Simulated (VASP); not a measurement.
# Born effective charge of Zn and TO frequency of zinc-blende ZnS from finite displacements at LDA

In zinc-blende ZnS each zinc atom sits in a tetrahedron of four sulphur atoms, with a filled 3d shell and polar bonds that are neither fully ionic nor fully covalent. The five members are this one crystal with the zinc atom shifted by up to 0.04 Å either way. I ask how much charge the shift effectively carries, and how stiffly the lattice resists it. The first number governs how the crystal couples to infrared light, the second the frequency at which it does so. Dipole and energy are both counted per primitive cell from the undistorted crystal, and I check the charge against linear response in the same program and cell.

## How the numbers were made

One crystal, ZnS (zinc-blende) (known phase), at LDA, in its primitive cell of 2 atoms and 39.45 Å³, as in the database entry, not relaxed (pressure -4.4 GPa). Program: VASP 6.6.1, plane waves and PAW (data sets made for PBE of release 64), scalar-relativistic without spin-orbit coupling, no spin polarisation. Cutoff 400 eV; on the k meshes the divisions times the cell-vector length are 30 Å or more. Occupations: Gaussian smearing of 0.01 eV.

- displacement (Å): displacement of the Zn atom along the Cartesian y axis, all other atoms and the cell fixed.
- ionic part (e·Å): ionic part: the valence charge of the Zn data set (12 e) times the displacement.
- gap (eV): Kohn-Sham gap on the k mesh.
- total dipole (e·Å): change of the total dipole per cell along that axis, ionic plus electronic.
- electronic part (e·Å): electronic part from the Berry phase, on one continuous branch.
- energy (meV): energy per cell against the undistorted crystal.

Input lines of one member:

```
PREC = Accurate
ENCUT = 400
EDIFF = 1E-08
NELM = 100
ISMEAR = 0
SIGMA = 0.01
LREAL = .FALSE.
ALGO = Normal
GGA = CA
NBANDS = 15
LCALCPOL = .TRUE.
DIPOL = 0.125 0.125 0.125
```

Command (options for logging and memory left out): `vasp_std`

## Data

| member | displacement (Å) | ionic part (e·Å) | gap (eV) | total dipole (e·Å) | electronic part (e·Å) | energy (meV) |
| --- | --- | --- | --- | --- | --- | --- |
| u = −0.04 Å | −0.04 | −0.48 | 1.848 | −0.0799 | 0.4001 | 4.40 |
| u = −0.02 Å | −0.02 | −0.24 | 1.864 | −0.0399 | 0.2001 | 1.10 |
| u = +0 Å | 0.00 | 0.00 | 1.882 | 0.0000 | 0.0000 | 0.00 |
| u = +0.02 Å | 0.02 | 0.24 | 1.864 | 0.0399 | −0.2001 | 1.10 |
| u = +0.04 Å | 0.04 | 0.48 | 1.848 | 0.0799 | −0.4001 | 4.40 |

Least-squares fits to the whole series, with x = displacement (Å); R² in the fitted variables, residuals in the unit of y:

| y | members | fit | R² | rms residual | leave-one-out rms | standard deviation of y |
| --- | --- | --- | --- | --- | --- | --- |
| total dipole (e·Å) | 5 | y = 2.291×10⁻¹⁸ + 1.997 x | 1.00 | 2.8×10⁻⁵ | 4.8×10⁻⁵ | 0.063 |
| electronic part (e·Å) | 5 | y = −5.9518×10⁻¹⁸ − 10.003 x | 1.00 | 2.8×10⁻⁵ | 4.8×10⁻⁵ | 0.32 |

## Interpretation

The total dipole rises in proportion to the displacement, with a slope of 1.997 e, and the energy rises as its square.

Both laws follow from a short expansion. I assume that $u$ is small, that the macroscopic field is zero, and that the cell keeps its shape. The last assumption suits an optical vibration, which is too fast for the lattice to shear in response to the stress that accompanies $u$. A twofold axis through the zinc site turns $+y$ into $-y$, so the energy can hold only even powers of $u$ and the dipole along $y$ only odd ones. The leading terms are

$$\Delta D = Z^* u, \qquad \Delta E = \tfrac{1}{2} k u^2 .$$

Only the relative displacement of the two sublattices matters, so moving zinc alone gives the same $k$ as the true mode, in which both atoms move. The kinetic energy of that mode is $\tfrac{1}{2}\mu \dot u^2$ with $\mu$ = 21.517 u, and therefore $\omega_{\mathrm{TO}}^2 = k/\mu$.

The slope is a sum of 12 from the ionic part and −10.003 from the electronic part. The natural reading is that the ten 3d electrons travel with the zinc core, while the centre of the eight bonding electrons hardly moves. That need not mean that these electrons belong to sulphur alone. If each bond pair kept its fractional position along the bond, it would be dragged part of the way with zinc and the charge would fall below 2. Against this, a shortened bond becomes less polar and a stretched one more polar, which shifts electrons opposite to the zinc motion and raises the charge. The columns show only the sum of the two effects, which is close to zero. A Born charge near the formal +2 is thus no measure of ionicity.

## The model against the table

I fix the model on u = +0 Å, which sets both zeros, and on u = +0.04 Å, where rounding matters least:

$Z^*$ = 0.0799 / 0.04 = 1.9975 e

$k$ = 2 × 4.40 / 0.04² = 5500 meV/Å², which is 5500 / 1000 = 5.50 eV/Å²

For the other three members this gives:

- **u = +0.02 Å:** the dipole is 1.9975 × 0.02 = 0.03995 e·Å (table 0.0399), and the energy is 0.5 × 5500 × 0.02² = 1.10 meV (table 1.10).
- **u = −0.02 Å:** the dipole is 1.9975 × (−0.02) = −0.03995 e·Å (table −0.0399), and the energy is again 1.10 meV (table 1.10).
- **u = −0.04 Å:** the dipole is 1.9975 × (−0.04) = −0.0799 e·Å (table −0.0799), and the energy is 0.5 × 5500 × 0.04² = 4.40 meV (table 4.40).

The last member agrees by symmetry alone. The real test is the halved displacement, and there the model holds to within rounding.

With $k$ in eV/Å² and $\mu$ in u, the wavenumber is $\tilde\nu \approx 520\,\sqrt{k/\mu}$ cm⁻¹, where the rounded prefactor only converts units. The TO frequency is then 520 × √(5.50 / 21.517) = 263 cm⁻¹, or about 260 cm⁻¹. The restoring forces on the displaced atom, also computed, offer a second route to $k$.

Linear response gives 2.00 e for the Born charge, the same as the Berry phase after rounding. This confirms the numerical procedure but not the functional, since both routes carry the same LDA error, which for Born charges is usually a few per cent.

## Where the trend breaks

Largest departures from the fit to the whole series:

| member | total dipole (e·Å) | fit | computed − fit | in rms residuals |
| --- | --- | --- | --- | --- |
| u = −0.02 Å | −0.0399 | −0.0399 | 0.0000 | 1.4 |
| u = +0.02 Å | 0.0399 | 0.0399 | 0.0000 | 1.4 |
| u = −0.04 Å | −0.0799 | −0.0799 | 0.0000 | 0.7 |
| u = +0.04 Å | 0.0799 | 0.0799 | 0.0000 | 0.7 |

Neither law breaks within this range. The largest departure of the dipole from the fitted line, 1.4 × 0.000028 = 0.00004 e·Å, is smaller than half the last printed digit, so I read no physics into it.

The gap behaves differently. It falls by 1.882 − 1.864 = 0.018 eV at 0.02 Å and by 1.882 − 1.848 = 0.034 eV at 0.04 Å. A quadratic law fixed on the smaller shift would give 4 × 0.018 = 0.072 eV at the larger one, which is 0.038 eV too much. What fails for the gap is the assumption of a smooth expansion about $u = 0$. Without spin-orbit coupling the top of the valence band is threefold degenerate, and the displacement splits it in first order, so the uppermost level rises with $|u|$. The total energy has no such kink, because all three levels are filled and their first-order shifts cancel.

## Summary

For the displacements shown, up to 0.04 Å, one charge of 1.9975 e and one force constant of 5.50 eV/Å² reproduce every dipole and energy to within rounding.

One effect left out of the TO estimate of about 260 cm⁻¹ is far larger than that rounding. The pressure of −4.4 GPa means that LDA would contract this cell. Shorter, stiffer bonds would raise the TO frequency, by roughly 5 to 10 % if the crystal responds like a typical tetrahedral semiconductor. The LO mode is a separate matter: its macroscopic field, absent from the TO mode, adds a further restoring force and puts the LO frequency above the TO one by some tens of cm⁻¹, again a rough size. The Born charge and the electronic dielectric constant from linear response together fix that splitting.

[Logs are printed without paths, hosts, clocks, repeated set-up lines and the standing remarks that a program may print on its own settings, such as how far it seeks lower states.]

[On method and selection: Runs that did not converge, have known faults or may not be shown are not listed, and runs on Ansatz's PAW sets soft_1 and soft_2 are kept to separate tables.]
